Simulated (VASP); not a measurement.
Output of a VASP run:

OUTCAR:
```
 ion  position               nearest neighbor table
   1  0.500  0.500  0.500-   2 2.43   2 2.43   2 2.43   2 2.43   2 2.43   2 2.43   2 2.43   2 2.43
  LATTYP: Found a simple cubic cell.
 ALAT       =     2.8028000000
 Subroutine PRICEL returns:
 Original cell was already a primitive cell.
 Subroutine GETGRP returns: Found 48 space group operations
The static configuration has the point symmetry O_h .
The dynamic configuration has the point symmetry O_h .
 Subroutine INISYM returns: Found 48 space group operations
 Subroutine IBZKPT returns following result:
 Found     35 irreducible k-points:

 Following reciprocal coordinates:
            Coordinates               Weight
  0.000000  0.000000  0.000000      1.000000
  0.125000  0.000000  0.000000      6.000000
  0.250000  0.000000  0.000000      6.000000
  0.375000  0.000000  0.000000      6.000000
  0.500000  0.000000  0.000000      3.000000
  0.125000  0.125000  0.000000     12.000000
  0.250000  0.125000  0.000000     24.000000
  0.375000  0.125000  0.000000     24.000000
  0.500000  0.125000  0.000000     12.000000
  0.250000  0.250000  0.000000     12.000000
  0.375000  0.250000  0.000000     24.000000
  0.500000  0.250000  0.000000     12.000000
  0.375000  0.375000  0.000000     12.000000
  0.500000  0.375000  0.000000     12.000000
  0.500000  0.500000  0.000000      3.000000
  0.125000  0.125000  0.125000      8.000000
  0.250000  0.125000  0.125000     24.000000
  0.375000  0.125000  0.125000     24.000000
  0.500000  0.125000  0.125000     12.000000
  0.250000  0.250000  0.125000     24.000000
  0.375000  0.250000  0.125000     48.000000
  0.500000  0.250000  0.125000     24.000000
  0.375000  0.375000  0.125000     24.000000
  0.500000  0.375000  0.125000     24.000000
  0.500000  0.500000  0.125000      6.000000
  0.250000  0.250000  0.250000      8.000000
  0.375000  0.250000  0.250000     24.000000
  0.500000  0.250000  0.250000     12.000000
  0.375000  0.375000  0.250000     24.000000
  0.500000  0.375000  0.250000     24.000000
  0.500000  0.500000  0.250000      6.000000
  0.375000  0.375000  0.375000      8.000000
  0.500000  0.375000  0.375000     12.000000
  0.500000  0.500000  0.375000      6.000000
  0.500000  0.500000  0.500000      1.000000
   k-points           NKPTS =     35   k-points in BZ     NKDIM =     35   number of bands    NBANDS=     10
   number of dos      NEDOS =    301   number of ions     NIONS =      2
   total plane-waves  NPLWV =   4096
   dimension x,y,z NGX =    16 NGY =   16 NGZ =   16
   dimension x,y,z NGXF=    32 NGYF=   32 NGZF=   32
   ions per type =               1   1
   PREC   = accura    normal or accurate (medium, high low for compatibility)
   ISTART =      0    job   : 0-new  1-cont  2-samecut
   ICHARG =      2    charge: 1-file 2-atom 10-const
   ISPIN  =      1    spin polarized calculation?
   LNONCOLLINEAR =      F non collinear calculations
   LSORBIT =      F    spin-orbit coupling
   INIWAV =      1    electr: 0-lowe 1-rand  2-diag
   ENCUT  =  300.0 eV  22.05 Ry    4.70 a.u.   3.96  3.96  3.96*2*pi/ulx,y,z
   NELM   =    100;   NELMIN=  2; NELMDL= -5     # of ELM steps
   EDIFF  = 0.1E-05   stopping-criterion for ELM
   LREAL  =      F    real-space projection
   NLSPLINE    = F    spline interpolate recip. space projectors
   LMAXMIX     =    4 max onsite mixed and CHGCAR
   VOSKOWN=      0    Vosko Wilk Nusair interpolation
   EDIFFG = 0.1E-04   stopping-criterion for IOM
   NSW    =      0    number of steps for IOM
   NBLOCK =      1;   KBLOCK =      1    inner block; outer block
   IBRION =     -1    ionic relax: 0-MD 1-quasi-New 2-CG
   NFREE  =      0    steps in history (QN), initial steepest desc. (CG)
   ISIF   =      2    stress and relaxation
   ISYM   =      2    0-nonsym 1-usesym 2-fastsym
   TEIN   =    0.0    initial temperature
   TEBEG  =    0.0;   TEEND  =   0.0 temperature during run
   SMASS  =  -3.00    Nose mass-parameter (am)
...
```

OSZICAR:
```
       N       E                     dE             d eps       ncg     rms          rms(c)
DAV:   1     0.234725344517E+02    0.23473E+02   -0.37981E+03   732   0.803E+02
DAV:   2    -0.141581300151E+02   -0.37631E+02   -0.35139E+02   712   0.159E+02
DAV:   3    -0.149738338488E+02   -0.81570E+00   -0.81222E+00   816   0.286E+01
DAV:   4    -0.149869403938E+02   -0.13107E-01   -0.13101E-01   788   0.360E+00
DAV:   5    -0.149873337125E+02   -0.39332E-03   -0.39331E-03   824   0.607E-01    0.135E+01
DAV:   6    -0.175730596847E+02   -0.25857E+01   -0.74650E+01   758   0.124E+02    0.172E+01
DAV:   7    -0.131183965744E+02    0.44547E+01   -0.32210E+01   758   0.776E+01    0.191E+00
DAV:   8    -0.131022916516E+02    0.16105E-01   -0.21196E-01   728   0.388E+00    0.116E+00
DAV:   9    -0.130860474275E+02    0.16244E-01   -0.40134E-02   834   0.258E+00    0.286E-01
DAV:  10    -0.130855853063E+02    0.46212E-03   -0.11011E-03   804   0.454E-01    0.149E-01
DAV:  11    -0.130855668421E+02    0.18464E-04   -0.23811E-05   792   0.440E-02    0.213E-02
DAV:  12    -0.130855611553E+02    0.56868E-05   -0.24674E-05   810   0.683E-02    0.588E-03
DAV:  13    -0.130855610885E+02    0.66785E-07   -0.31947E-07   376   0.521E-03
   1 F= -.13085561E+02 E0= -.13069396E+02  d E =-.323310E-01
```

**OUTCAR**
```
------------------------ aborting loop because EDIFF is reached ----------------------------------------
  FORCE on cell =-STRESS in cart. coord.  units (eV):
  Direction    XX          YY          ZZ          XY          YZ          ZX
  --------------------------------------------------------------------------------------
  Total        0.6400685      0.6400685      0.6400685      0.0000000     -0.0000000      0.0000000
  in kB       46.5758448     46.5758448     46.5758448      0.0000000     -0.0000000      0.0000000
  external PRESSURE =      46.5758448 kB  Pullay stress =       0.0000000 kB
  volume of cell :       22.02
      direct lattice vectors                 reciprocal lattice vectors
     2.802800000  0.000000000  0.000000000     0.356786071  0.000000000  0.000000000
     0.000000000  2.802800000  0.000000000     0.000000000  0.356786071  0.000000000
     0.000000000  0.000000000  2.802800000     0.000000000  0.000000000  0.356786071
 POSITION                                       TOTAL-FORCE (eV/Angst)
 -----------------------------------------------------------------------------------
      1.40140      1.40140      1.40140         0.000000      0.000000      0.000000
      0.00000      0.00000      0.00000         0.000000      0.000000      0.000000
 -----------------------------------------------------------------------------------
    total drift:                                0.000000      0.000000      0.000000
  FREE ENERGIE OF THE ION-ELECTRON SYSTEM (eV)
  ---------------------------------------------------
  free  energy   TOTEN  =       -13.0855610885 eV

  energy  without entropy=      -13.0532301230  energy(sigma->0) =      -13.06939561
```
(Selected blocks of OUTCAR.)

**POSCAR**
```
CoAl
1
    2.8028000000     0.0000000000     0.0000000000
    0.0000000000     2.8028000000     0.0000000000
    0.0000000000     0.0000000000     2.8028000000
Al Co
1 1
Direct
  0.5000000000   0.5000000000   0.5000000000
  0.0000000000   0.0000000000   0.0000000000
```

**Question.** Reconstruct the remaining input files.

**Answer.** One answer among several that fit: the input of the run itself, PBEsol GGA, plane waves, VASP's PBE PAW potentials (set 64).

KPOINTS:
```
Automatic mesh
0
Gamma
8 8 8
0 0 0
```

### INCAR
```
! general
SYSTEM =CoAl
PREC   =Accurate
ENCUT  =300
LREAL  =.FALSE.
LASPH  =.TRUE.

! electronic loop
EDIFF  =1E-6
NELM   =100
ALGO   =Normal
LMAXMIX=4

! smearing
ISMEAR =-1
SIGMA  =0.1

! functional
GGA    =PS

! ions
ISIF   =2

! output
LWAVE  =.FALSE.
LCHARG =.FALSE.
```

POTCAR, in this order: Al Co (PBE.64 set). Program: vasp_std.

At this cut-off the stress carries a Pulay error, which pulls relaxed volumes low.

The structure is a typed CoAl crystal (Pm-3m). The cell was not relaxed at this level, and its volume differs by -5.9 % from the start's. The run is not spin-polarised, so no magnetic state was tried.
